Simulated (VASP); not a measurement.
All values below come from PBE GGA, VASP's PBE PAW potentials (set 64) (plane waves; VASP).

Input for VASP

**KPOINTS**
```
Automatic mesh
0
Gamma
9 9 9
0 0 0
```

**INCAR**
```
SYSTEM  =  NiSi2
PREC  =  Normal; ENCUT  =  400; LREAL  =  .FALSE.
LASPH  =  .TRUE.
EDIFF  =  1E-6; NELM  =  100; ALGO  =  Normal
LMAXMIX  =  4
ISMEAR  =  1; SIGMA  =  0.1
GGA  =  PE
ISIF  =  2
LWAVE  =  .FALSE.; LCHARG  =  .FALSE.
```

POSCAR:
```
NiSi2
1
    0.0000000000     2.7591000000     2.7591000000
    2.7591000000     0.0000000000     2.7591000000
    2.7591000000     2.7591000000     0.0000000000
Si Ni
2 1
Direct
  0.2500000000   0.2500000000   0.2500000000
  0.7500000000   0.7500000000   0.7500000000
  0.0000000000   0.0000000000   0.0000000000
```

POTCAR, in this order: Si Ni (PBE.64 set). Program: vasp_std.

The run wrote:

File OSZICAR:
```
       N       E                     dE             d eps       ncg     rms          rms(c)
DAV:   1     0.600292497551E+02    0.60029E+02   -0.66455E+03   918   0.112E+03
DAV:   2    -0.161066452223E+02   -0.76136E+02   -0.71459E+02   960   0.222E+02
DAV:   3    -0.192317191437E+02   -0.31251E+01   -0.30633E+01  1135   0.519E+01
DAV:   4    -0.192965981727E+02   -0.64879E-01   -0.64582E-01  1071   0.726E+00
DAV:   5    -0.192984329485E+02   -0.18348E-02   -0.18345E-02  1156   0.127E+00    0.160E+01
DAV:   6    -0.246600974658E+02   -0.53617E+01   -0.55578E+01   988   0.184E+02    0.265E+01
DAV:   7    -0.175208658142E+02    0.71392E+01   -0.16371E+01  1095   0.114E+02    0.435E+00
DAV:   8    -0.173817783522E+02    0.13909E+00   -0.24489E+00  1305   0.272E+01    0.229E+00
DAV:   9    -0.173517261199E+02    0.30052E-01   -0.23273E-01  1206   0.824E+00    0.518E-01
DAV:  10    -0.173515037542E+02    0.22237E-03   -0.44330E-03  1220   0.780E-01    0.312E-01
DAV:  11    -0.173515257251E+02   -0.21971E-04   -0.83772E-04  1081   0.366E-01    0.327E-02
DAV:  12    -0.173515573714E+02   -0.31646E-04   -0.52149E-05  1130   0.852E-02    0.237E-02
DAV:  13    -0.173515603450E+02   -0.29736E-05   -0.37592E-05  1057   0.119E-01    0.113E-02
DAV:  14    -0.173515607736E+02   -0.42860E-06   -0.18085E-06   847   0.196E-02
   1 F= -.17351561E+02 E0= -.17351827E+02  d E =0.797797E-03
```

### OUTCAR
```
------------------------ aborting loop because EDIFF is reached ----------------------------------------
  FORCE on cell =-STRESS in cart. coord.  units (eV):
  Direction    XX          YY          ZZ          XY          YZ          ZX
  --------------------------------------------------------------------------------------
  Total       -1.3417563     -1.3417563     -1.3417563     -0.0000000      0.0000000     -0.0000000
  in kB      -51.1742984    -51.1742984    -51.1742984     -0.0000000      0.0000000     -0.0000000
  external PRESSURE =     -51.1742984 kB  Pullay stress =       0.0000000 kB
  volume of cell :       42.01
      direct lattice vectors                 reciprocal lattice vectors
     0.000000000  2.759100000  2.759100000    -0.181218513  0.181218513  0.181218513
     2.759100000  0.000000000  2.759100000     0.181218513 -0.181218513  0.181218513
     2.759100000  2.759100000  0.000000000     0.181218513  0.181218513 -0.181218513
 POSITION                                       TOTAL-FORCE (eV/Angst)
 -----------------------------------------------------------------------------------
      1.37955      1.37955      1.37955        -0.000000      0.000000      0.000000
      4.13865      4.13865      4.13865         0.000000      0.000000     -0.000000
      0.00000      0.00000      0.00000        -0.000000     -0.000000     -0.000000
 -----------------------------------------------------------------------------------
    total drift:                                0.000000      0.000000      0.000000
  FREE ENERGIE OF THE ION-ELECTRON SYSTEM (eV)
  ---------------------------------------------------
  free  energy   TOTEN  =       -17.3515607736 eV

  energy  without entropy=      -17.3523585710  energy(sigma->0) =      -17.35182671
```
(Selected blocks of OUTCAR.)

The compound is NiSi2 in the fluorite structure. The cell was not relaxed at this level. The run is one of a series of settings (PREC = Normal against the base run), some of them coarse on purpose. The run is not spin-polarised, so no magnetic state was tried.
